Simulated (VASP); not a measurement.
Given:

```
CELL_PARAMETERS angstrom
      0.00000     2.18328     2.18328
      2.18328     0.00000     2.18328
      2.18328     2.18328     0.00000
ATOMIC_POSITIONS crystal
  Ga 0.00000 0.00000 0.00000
  N  0.25000 0.25000 0.25000
```

Method: PBEsol GGA, VASP's PBE PAW potentials (set 64) (plane waves; VASP). Numerical set-up: 620 eV cut-off, 10×10×10 Γ-centred mesh, Gaussian smearing of 0.050 eV, potentials Ga_d N.

**Question.** Predict the energy per atom (σ→0), pressure, band gap (on the k-mesh) with the smallest direct gap where there is one.

**Answer.** 
```json
{
  "band gap (on the k-mesh)": "2.29 eV",
  "smallest direct gap (on the k-mesh)": "2.29 eV",
  "energy per atom (σ→0)": "-6.507 eV/atom",
  "pressure": "19.81 GPa"
}
```

The structure was generated: GaN was put into the zinc blende type (F-43m), which need not be its known phase. It was relaxed first under an external pressure of 20 GPa.
